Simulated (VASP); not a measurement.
A run of VASP 6.6.1:

The input POSCAR:

```
NiMoIrPdW
1.0
    2.7675900000      0.0000000000      0.0000000000
   -1.3837950000      2.3968030000      0.0000000000
    0.0000000000      0.0000000000     11.0225200000
Ni Mo Pd Ir W
1 1 1 1 1
Direct
    0.3333330000      0.6666670000      0.5971800000
    0.0000000000      0.0000000000      0.4107400000
    0.6666670000      0.3333330000      0.7950390000
    0.6666670000      0.3333330000      0.1997760000
    0.3333330000      0.6666670000      0.9971750000
```

The input INCAR.step1:

```
ALGO     = Normal         # electronic algorithm
EDIFF    = 1E-7           # SCF threshold, eV
ENCUT    = 520            # plane-wave cutoff, eV
GGA      = PE             # functional
ISIF     = 2              # what is computed and relaxed
ISMEAR   = 0              # smearing method
ISPIN    = 2              # spin polarisation
KPAR     = 8            
LASPH    = T              # aspherical terms in the spheres
LCHARG   = T              # write CHGCAR
LMAXMIX  = 4              # l up to which the mixer works
LREAL    = F              # projectors in reciprocal space
LWAVE    = F              # write WAVECAR
MAGMOM   = 1 1 0 0.6 0    # initial moments
NELM     = 120            # most SCF steps
PREC     = Accurate       # precision mode
SIGMA    = 0.1            # smearing width, eV
```

Contents of KPOINTS.step1:

```
k-points
0
Gamma
  12 12 4
```

The input INCAR.step2:

```
ALGO     = Normal         # electronic algorithm
EDIFF    = 1E-7           # SCF threshold, eV
ENCUT    = 520            # plane-wave cutoff, eV
GGA      = PE             # functional
ICHARG   = 11             # starting density
ISIF     = 2              # what is computed and relaxed
ISMEAR   = -5             # smearing method
ISPIN    = 2              # spin polarisation
KPAR     = 8            
LASPH    = T              # aspherical terms in the spheres
LCHARG   = F              # write CHGCAR
LMAXMIX  = 4              # l up to which the mixer works
LORBIT   = 10             # projections on sites
LREAL    = F              # projectors in reciprocal space
LWAVE    = F              # write WAVECAR
MAGMOM   = 1 1 0 0.6 0    # initial moments
NEDOS    = 2001           # points of the DOS
NELM     = 120            # most SCF steps
PREC     = Accurate       # precision mode
SIGMA    = 0.1            # smearing width, eV
```

The input KPOINTS.step2:

```
k-points
0
Gamma
  18 18 6
```

Potentials or basis: VASP PAW PBE potentials, release 64 (Ni, Mo_sv, Pd, Ir, W_sv).

Launch:

```console
$ cat potpaw_PBE.64/Ni/POTCAR potpaw_PBE.64/Mo_sv/POTCAR potpaw_PBE.64/Pd/POTCAR potpaw_PBE.64/Ir/POTCAR potpaw_PBE.64/W_sv/POTCAR > POTCAR
$ cp INCAR.step1 INCAR
$ cp KPOINTS.step1 KPOINTS
$ mpirun -np 8 vasp_std > vasp.out
$ cp INCAR.step2 INCAR
$ cp KPOINTS.step2 KPOINTS
$ mpirun -np 8 vasp_std > vasp.out
```

Hardware: 8 MPI ranks on Intel(R) Xeon(R) Platinum 8488C (Sapphire Rapids) (shared host).

Problem. How long does it take, and how much memory?

Solution. Run time: 3.4 min on 8 MPI ranks on Intel(R) Xeon(R) Platinum 8488C (Sapphire Rapids), on a shared host, peak memory 0.96 GiB a rank. Counts: scf iterations 9, k points 202.
